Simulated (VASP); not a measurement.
# Bi2Te3 (Tellurobismuthite): zone-centre modes, functional by functional, part 2 of 3

How much do the zone-centre frequencies of Bi2Te3 (Tellurobismuthite) depend on the functional? The starting structure is a measured crystal structure from the Crystallography Open Database.

VASP 6.6.1.

Results so far: LDA A1g (2) 141.5 cm⁻¹.

## 3. Modes with LDA at the measured cell

Level of this step: LDA; plane waves and PAW (Bi_d, Te) (VASP).

The atoms were first relaxed in the fixed cell, in a run that isn't shown.

File INCAR:

```
SYSTEM = Bi2Te3
PREC = Accurate
ENCUT = 450
EDIFF = 1E-08
NELM = 100
ISMEAR = 0
SIGMA = 0.03
LREAL = .FALSE.
ALGO = Normal
GGA = CA
NBANDS = 30
LORBIT = 11
LWAVE = .FALSE.
LCHARG = .FALSE.
KPAR = 16
IBRION = 6
NFREE = 2
POTIM = 0.015
NSW = 1
ISIF = 2
```

File POSCAR:

```
Bi2Te3
1.0
   -4.3860000000      0.0000000000      0.0000000000
    2.1930000000     -3.7983874210      0.0000000000
    2.1930000000      1.2661291403     10.1656666667
Bi Te
2 3
Direct
    0.2012290992      0.6006145496      0.8018436488
    0.7987709008      0.3993854504      0.1981563512
    0.5781487838      0.7890743919      0.3672231757
    0.4218512162      0.2109256081      0.6327768243
    0.0000000000      0.0000000000      0.0000000000
```

File KPOINTS:

```
Automatic mesh
0
Gamma
6 6 6
0 0 0
```

Potentials, in the order of the species: Bi_d and Te (LDA family, release 64).

The run is started by

```console
$ mpirun -np 16 vasp_std
```

Output:

```text
[banner, memory and clock lines left out]
running   16 mpi-ranks, on    1 nodes
[...]
[... a notice as in an earlier step ...]

 LDA part: xc-table for (Slater(with rela. corr.)+CA(PZ))
 , standard interpolation
 POSCAR, INCAR and KPOINTS ok, starting setup
[...]
entering main loop
       N       E                     dE             d eps       ncg     rms          rms(c)
DAV:   1     0.416594632454E+03    0.41659E+03   -0.20279E+04  1928   0.139E+03
DAV:   2     0.229338151802E+02   -0.39366E+03   -0.38048E+03  2078   0.372E+02
DAV:   3    -0.200680622224E+02   -0.43002E+02   -0.41090E+02  2452   0.138E+02
DAV:   4    -0.218052146481E+02   -0.17372E+01   -0.17233E+01  2258   0.297E+01
[...]
DAV:  13    -0.215834035587E+02    0.37733E-06   -0.31997E-06  2512   0.846E-03    0.835E-03
DAV:  14    -0.215834035397E+02    0.19021E-07   -0.58016E-07  1886   0.397E-03    0.346E-03
DAV:  15    -0.215834035485E+02   -0.87703E-08   -0.49088E-08  1952   0.143E-03
   1 F= -.21583404E+02 E0= -.21583404E+02  d E =-.180133E-08
[... from here on, the cycles between the ionic steps are left out ...]
   2 F= -.21583109E+02 E0= -.21583109E+02  d E =-.178093E-08
   3 F= -.21583110E+02 E0= -.21583110E+02  d E =-.177974E-08
   4 F= -.21582622E+02 E0= -.21582622E+02  d E =-.804077E-09
   5 F= -.21582635E+02 E0= -.21582635E+02  d E =-.253560E-08
   6 F= -.21583021E+02 E0= -.21583021E+02  d E =-.182548E-08
   7 F= -.21583020E+02 E0= -.21583020E+02  d E =-.182617E-08
   8 F= -.21582803E+02 E0= -.21582803E+02  d E =-.145668E-08
   9 F= -.21582829E+02 E0= -.21582829E+02  d E =-.169538E-08
  10 F= -.21583088E+02 E0= -.21583088E+02  d E =-.179573E-08
  11 F= -.21583088E+02 E0= -.21583088E+02  d E =-.179589E-08
  12 F= -.21582929E+02 E0= -.21582929E+02  d E =-.166290E-08
  13 F= -.21582929E+02 E0= -.21582929E+02  d E =-.166320E-08
 Finite differences progress:
  Degree of freedom:   6/  6
  Displacement:        2/  2
  Total:              12/ 12
```

Wall time 4.6 min (16 MPI ranks of AMD EPYC 7R43, shared host); peak memory 11 GiB.

Parts of OUTCAR (step 3):

```text
  Total       -1.2345737     -1.2345737     -1.3502373      0.0000000      0.0000000      0.0000000
  in kB      -11.6794889    -11.6794889    -12.7737064      0.0000000      0.0000000      0.0000000
  external PRESSURE =     -12.0442281 kB  Pullay stress =       0.0000000 kB

 POSITION                                       TOTAL-FORCE (eV/Angst)
 -----------------------------------------------------------------------------------
      2.19300     -1.26613      8.15128         0.000000      0.000000     -0.020887
     -2.19300     -1.26613      2.01439         0.000000      0.000000     -0.019052
     -0.00000     -2.53226      3.73307         0.000000      0.000000     -0.011747
      0.00000     -0.00000      6.43260        -0.000000      0.000000     -0.011525
      0.00000      0.00000     -0.01500        -0.000000     -0.000000      0.063212
 -----------------------------------------------------------------------------------
    total drift:                               -0.000000     -0.000000      0.000013

  FREE ENERGIE OF THE ION-ELECTRON SYSTEM (eV)
  ---------------------------------------------------
  free  energy   TOTEN  =       -21.5829293025 eV

  energy  without entropy=      -21.5829293009  energy(sigma->0) =      -21.58292930

[... 1 part as in an earlier step ...]

[... 2 further parts left out ...]
[key lines of the parts left out:]
E-fermi :   6.0903
```

The last energy, forces and stress in OUTCAR belong to the last displaced cell, not to that of POSCAR.

With LDA at the measured cell the modes are at the top A1g (2) 138.8, A2u (2) 126.2 cm⁻¹, at the bottom A1g (1) 57.8, Eg (1) 39.4 cm⁻¹, with 4 more of the listed ones between; the largest shift is -6.4 cm⁻¹, in A1g (1), from LDA.

## 4. Modes with PBEsol

PBEsol restores the gradient expansion of exchange and is tuned for the cells of solids. The cell comes from a relaxation at this level, not shown (167.77 Å³).

Changes to INCAR since step 3:

```diff
@@ -9,3 +9,3 @@
 ALGO = Normal
-GGA = CA
+GGA = PS
 NBANDS = 30
```

File POSCAR:

```
Bi2Te3
1.0
   -4.3815752753      0.0000000000      0.0000000000
    2.1907876376     -3.7945554970      0.0000000000
    2.1907876376      1.2648518323     10.0910036109
Bi Te
2 3
Direct
    0.2002362805      0.6001181402      0.8003544207
    0.7997637195      0.3998818598      0.1996455793
    0.5806020100      0.7903010050      0.3709030149
    0.4193979900      0.2096989950      0.6290969851
    0.0000000000      0.0000000000      0.0000000000
```

KPOINTS is that of step 3.

Potentials, in the order of the species: Bi_d and Te (PBE family, release 64).

The run is started by

```console
$ mpirun -np 16 vasp_std
```

Output:

```text
[banner, memory and clock lines left out]
running   16 mpi-ranks, on    1 nodes
[...]
[... a notice as in an earlier step ...]

|                                                                             |
|               ----> ADVICE to this user running VASP <----                  |
|                                                                             |
|     You enforced a specific xc type in the INCAR file but a different       |
|     [... a line on the potential file left out ...]
|     I HOPE YOU KNOW WHAT YOU ARE DOING!                                     |
|                                                                             |

 LDA part: xc-table for (Slater+PW92), standard interpolation
 POSCAR, INCAR and KPOINTS ok, starting setup
[...]
entering main loop
       N       E                     dE             d eps       ncg     rms          rms(c)
DAV:   1     0.416733520786E+03    0.41673E+03   -0.20356E+04  1920   0.140E+03
DAV:   2     0.234529902143E+02   -0.39328E+03   -0.38015E+03  2064   0.372E+02
[...]
DAV:   4    -0.204789159887E+02   -0.17762E+01   -0.17640E+01  2232   0.301E+01
[...]
DAV:  15    -0.202953265773E+02    0.10192E-06   -0.99190E-08  1944   0.168E-03    0.217E-03
DAV:  16    -0.202953264996E+02    0.77740E-07   -0.23132E-08  1750   0.127E-03    0.361E-04
DAV:  17    -0.202953264977E+02    0.19490E-08   -0.88734E-09  1112   0.506E-04
   1 F= -.20295326E+02 E0= -.20295326E+02  d E =-.160328E-08
[... from here on, the cycles between the ionic steps are left out ...]
   2 F= -.20295017E+02 E0= -.20295017E+02  d E =-.158381E-08
   3 F= -.20295016E+02 E0= -.20295016E+02  d E =-.158390E-08
   4 F= -.20294524E+02 E0= -.20294524E+02  d E =-.688703E-09
   5 F= -.20294542E+02 E0= -.20294542E+02  d E =-.243017E-08
   6 F= -.20294927E+02 E0= -.20294927E+02  d E =-.162621E-08
   7 F= -.20294927E+02 E0= -.20294927E+02  d E =-.162618E-08
   8 F= -.20294721E+02 E0= -.20294721E+02  d E =-.108370E-08
   9 F= -.20294723E+02 E0= -.20294723E+02  d E =-.184118E-08
  10 F= -.20295001E+02 E0= -.20295001E+02  d E =-.159655E-08
  11 F= -.20295001E+02 E0= -.20295001E+02  d E =-.159675E-08
  12 F= -.20294849E+02 E0= -.20294849E+02  d E =-.147662E-08
  13 F= -.20294849E+02 E0= -.20294849E+02  d E =-.147703E-08
 Finite differences progress:
  Degree of freedom:   6/  6
  Displacement:        2/  2
  Total:              12/ 12
```

The job ended after 4.5 min (16 MPI ranks; peak memory 12 GiB).

Parts of OUTCAR (step 4):

```text
  Total        0.0075054      0.0075054      0.0077235      0.0000000     -0.0000000     -0.0000000
  in kB        0.0716734      0.0716734      0.0737562      0.0000000     -0.0000000     -0.0000000
  external PRESSURE =       0.0723677 kB  Pullay stress =       0.0000000 kB

 POSITION                                       TOTAL-FORCE (eV/Angst)
 -----------------------------------------------------------------------------------
      2.19079     -1.26485      8.07638         0.000000      0.000000     -0.020988
     -2.19079     -1.26485      2.01462         0.000000      0.000000     -0.019158
     -0.00000     -2.52970      3.74278         0.000000      0.000000     -0.011823
      0.00000      0.00000      6.34822         0.000000      0.000000     -0.011646
      0.00000      0.00000     -0.01500        -0.000000     -0.000000      0.063615
 -----------------------------------------------------------------------------------
    total drift:                               -0.000000     -0.000000      0.000013

  FREE ENERGIE OF THE ION-ELECTRON SYSTEM (eV)
  ---------------------------------------------------
  free  energy   TOTEN  =       -20.2948490995 eV

  energy  without entropy=      -20.2948490980  energy(sigma->0) =      -20.29484910

[... 1 part as in an earlier step ...]

[... 2 further parts left out ...]
[key lines of the parts left out:]
E-fermi :   6.2771
```

With PBEsol the modes are at the top A1g (2) 140.2, A2u (2) 127.2 cm⁻¹, at the bottom A1g (1) 61.1, Eg (1) 41.0 cm⁻¹, with 4 more of the listed ones between; the largest shift is -3.1 cm⁻¹, in A1g (1), from LDA.

## 5. Modes with PBE

PBE, the usual starting point, adds the gradient of the density. The cell comes from a relaxation at this level, not shown (182.08 Å³).

Changes to INCAR since step 4:

```diff
@@ -9,3 +9,3 @@
 ALGO = Normal
-GGA = PS
+GGA = PE
 NBANDS = 30
```

File POSCAR:

```
Bi2Te3
1.0
   -4.4472996634      0.0000000000      0.0000000000
    2.2236498317     -3.8514744867      0.0000000000
    2.2236498317      1.2838248289     10.6304064899
Bi Te
2 3
Direct
    0.2047250192      0.6023625097      0.8070875289
    0.7952749808      0.3976374903      0.1929124711
    0.5701178056      0.7850589028      0.3551767084
    0.4298821944      0.2149410972      0.6448232916
    0.0000000000      0.0000000000      0.0000000000
```

KPOINTS is that of step 4.

The run is started by

```console
$ mpirun -np 16 vasp_std
```

Output:

```text
[banner, memory and clock lines left out]
running   16 mpi-ranks, on    1 nodes
[...]
[... a notice as in an earlier step ...]

 LDA part: xc-table for (Slater+PW92), standard interpolation
 POSCAR, INCAR and KPOINTS ok, starting setup
[...]
entering main loop
       N       E                     dE             d eps       ncg     rms          rms(c)
DAV:   1     0.409334051486E+03    0.40933E+03   -0.20014E+04  1928   0.136E+03
DAV:   2     0.233847827043E+02   -0.38595E+03   -0.37302E+03  2072   0.361E+02
DAV:   3    -0.170823145315E+02   -0.40467E+02   -0.39116E+02  2484   0.134E+02
DAV:   4    -0.186583971241E+02   -0.15761E+01   -0.15684E+01  2206   0.288E+01
[...]
DAV:  17    -0.183987135505E+02    0.11210E-07   -0.26483E-09  1170   0.347E-04    0.124E-04
DAV:  18    -0.183987135653E+02   -0.14853E-07   -0.10277E-09  1134   0.228E-04    0.948E-05
DAV:  19    -0.183987135612E+02    0.41582E-08   -0.27507E-10  1122   0.124E-04
   1 F= -.18398714E+02 E0= -.18398714E+02  d E =-.484551E-14
[... from here on, the cycles between the ionic steps are left out ...]
   2 F= -.18398447E+02 E0= -.18398447E+02  d E =-.153012E-14
   3 F= -.18398448E+02 E0= -.18398448E+02  d E =-.153032E-14
   4 F= -.18397911E+02 E0= -.18397911E+02  d E =-.742939E-13
   5 F= -.18397944E+02 E0= -.18397944E+02  d E =-.319016E-15
   6 F= -.18398359E+02 E0= -.18398359E+02  d E =-.179771E-14
   7 F= -.18398359E+02 E0= -.18398359E+02  d E =-.179393E-14
   8 F= -.18398119E+02 E0= -.18398119E+02  d E =-.131104E-12
   9 F= -.18398158E+02 E0= -.18398158E+02  d E =-.131719E-15
  10 F= -.18398422E+02 E0= -.18398422E+02  d E =-.406234E-14
  11 F= -.18398422E+02 E0= -.18398422E+02  d E =-.406361E-14
  12 F= -.18398229E+02 E0= -.18398229E+02  d E =-.661975E-14
  13 F= -.18398229E+02 E0= -.18398229E+02  d E =-.662308E-14
 Finite differences progress:
  Degree of freedom:   6/  6
  Displacement:        2/  2
  Total:              12/ 12
```

Run time: 4.5 min. Hardware: 16 MPI ranks; peak memory 13 GiB; 71 min of CPU time.

OUTCAR, selected parts (step 5):

```text
  Total       -0.0014297     -0.0014297      0.0103375      0.0000000      0.0000000      0.0000000
  in kB       -0.0125801     -0.0125801      0.0909605      0.0000000      0.0000000      0.0000000
  external PRESSURE =       0.0219335 kB  Pullay stress =       0.0000000 kB

 POSITION                                       TOTAL-FORCE (eV/Angst)
 -----------------------------------------------------------------------------------
      2.22365     -1.28382      8.57967        -0.000000     -0.000000     -0.024139
     -2.22365     -1.28382      2.05074         0.000000     -0.000000     -0.020970
      0.00000     -2.56765      3.77567        -0.000000     -0.000000     -0.010887
     -0.00000      0.00000      6.85473        -0.000000     -0.000000     -0.008515
      0.00000      0.00000     -0.01500         0.000000      0.000000      0.064511
 -----------------------------------------------------------------------------------
    total drift:                                0.000000     -0.000000      0.000045

  FREE ENERGIE OF THE ION-ELECTRON SYSTEM (eV)
  ---------------------------------------------------
  free  energy   TOTEN  =       -18.3982293451 eV

  energy  without entropy=      -18.3982293451  energy(sigma->0) =      -18.39822935

[... 1 part as in an earlier step ...]

[... 2 further parts left out ...]
[key lines of the parts left out:]
E-fermi :   5.2791
```

With PBE the modes are at the top A1g (2) 137.8, A2u (2) 127.9 cm⁻¹, at the bottom A1g (1) 54.3, Eg (1) 35.8 cm⁻¹, with 4 more of the listed ones between; the largest shift is -9.9 cm⁻¹, in A1g (1), from LDA.

## 6. Modes with PBEsol + D3(BJ)

D3 with Becke-Johnson damping keeps a finite attraction at short range. The cell comes from a relaxation at this level, not shown (159.27 Å³).

Changes to INCAR since step 5:

```diff
@@ -9,3 +9,4 @@
 ALGO = Normal
-GGA = PE
+GGA = PS
+IVDW = 12
 NBANDS = 30
```

File POSCAR:

```
Bi2Te3
1.0
   -4.3160009458      0.0000000000      0.0000000000
    2.1580004729     -3.7377664619      0.0000000000
    2.1580004729      1.2459221539      9.8730513680
Bi Te
2 3
Direct
    0.1985903542      0.5992951771      0.7978855313
    0.8014096458      0.4007048229      0.2021144687
    0.5854452021      0.7927226010      0.3781678032
    0.4145547979      0.2072773990      0.6218321968
    0.0000000000      0.0000000000      0.0000000000
```

KPOINTS is that of step 5.

The run is started by

```console
$ mpirun -np 16 vasp_std
```

Output:

```text
[banner, memory and clock lines left out]
running   16 mpi-ranks, on    1 nodes
[...]
[... a notice as in an earlier step ...]

 [... a notice as in an earlier step ...]

 LDA part: xc-table for (Slater+PW92), standard interpolation
 POSCAR, INCAR and KPOINTS ok, starting setup
[...]
entering main loop
       N       E                     dE             d eps       ncg     rms          rms(c)
DAV:   1     0.412938238497E+03    0.41294E+03   -0.20315E+04  1920   0.142E+03
DAV:   2     0.239314859281E+02   -0.38901E+03   -0.37568E+03  2026   0.374E+02
DAV:   3    -0.186908716876E+02   -0.42622E+02   -0.40846E+02  2482   0.138E+02
DAV:   4    -0.203855308596E+02   -0.16947E+01   -0.16832E+01  2252   0.291E+01
[...]
DAV:  17    -0.202372949251E+02    0.53086E-07   -0.30560E-08  1826   0.125E-03    0.283E-03
DAV:  18    -0.202372949039E+02    0.21202E-07   -0.14298E-08  1168   0.734E-04    0.111E-03
DAV:  19    -0.202372949067E+02   -0.28176E-08   -0.49422E-09  1074   0.424E-04
   1 F= -.22565122E+02 E0= -.22565122E+02  d E =-.518059E-07
[... from here on, the cycles between the ionic steps are left out ...]
   2 F= -.22564765E+02 E0= -.22564765E+02  d E =-.512096E-07
   3 F= -.22564766E+02 E0= -.22564766E+02  d E =-.512114E-07
   4 F= -.22564264E+02 E0= -.22564264E+02  d E =-.230107E-07
   5 F= -.22564282E+02 E0= -.22564282E+02  d E =-.777003E-07
   6 F= -.22564668E+02 E0= -.22564668E+02  d E =-.525850E-07
   7 F= -.22564667E+02 E0= -.22564667E+02  d E =-.526193E-07
   8 F= -.22564432E+02 E0= -.22564432E+02  d E =-.248245E-07
   9 F= -.22564453E+02 E0= -.22564453E+02  d E =-.849320E-07
  10 F= -.22564753E+02 E0= -.22564753E+02  d E =-.516117E-07
  11 F= -.22564753E+02 E0= -.22564753E+02  d E =-.516150E-07
  12 F= -.22564602E+02 E0= -.22564602E+02  d E =-.470479E-07
  13 F= -.22564602E+02 E0= -.22564602E+02  d E =-.470496E-07
 Finite differences progress:
  Degree of freedom:   6/  6
  Displacement:        2/  2
  Total:              12/ 12
```

The job ended after 3.7 min (16 MPI ranks; peak memory 12 GiB; 59 min of CPU time).

OUTCAR, selected parts (step 6):

```text
 Edisp (eV)   -2.32783

 Edisp (eV)   -2.32783

  Total       0.00055     0.00055     0.00546     0.00000    -0.00000     0.00000
  in kB       0.00556     0.00556     0.05493     0.00000    -0.00000     0.00000
  external pressure =        0.02 kB  Pullay stress =        0.00 kB

 POSITION                                       TOTAL-FORCE (eV/Angst)
 -----------------------------------------------------------------------------------
      2.15800     -1.24592      7.87756         0.000000      0.000000     -0.022393
     -2.15800     -1.24592      1.99549         0.000000      0.000000     -0.020272
      0.00000     -2.49184      3.73367        -0.000000      0.000000     -0.013545
     -0.00000     -0.00000      6.13938        -0.000000      0.000000     -0.013072
      0.00000      0.00000     -0.01500        -0.000000     -0.000000      0.069282
 -----------------------------------------------------------------------------------
    total drift:                                0.000000      0.000000     -0.000047

  FREE ENERGIE OF THE ION-ELECTRON SYSTEM (eV)
  ---------------------------------------------------
  free  energy   TOTEN  =       -22.5646020747 eV

  energy  without entropy=      -22.5646020276  energy(sigma->0) =      -22.56460205

[... 1 part as in an earlier step ...]

[... 2 further parts left out ...]
[key lines of the parts left out:]
E-fermi :   7.0114
```

With PBEsol + D3(BJ) the modes are at the top A1g (2) 146.5, A2u (2) 130.8 cm⁻¹, at the bottom A1g (1) 70.4, Eg (1) 45.8 cm⁻¹, with 4 more of the listed ones between; the largest shift is +7.2 cm⁻¹, in Eu (1), from LDA.

[end of part 2 of 3]

[Lines on the potential files, build, host, timing and source positions are cut from VASP's logs without a mark.]

[Logs are printed without paths, hosts, clocks, repeated set-up lines and the standing remarks that a program may print on its own settings, such as how far it seeks lower states.]

[Hosts, paths, dates, database ids (printed as entryN), source tags and the programs' standing remarks are cut or masked in the printed files.]
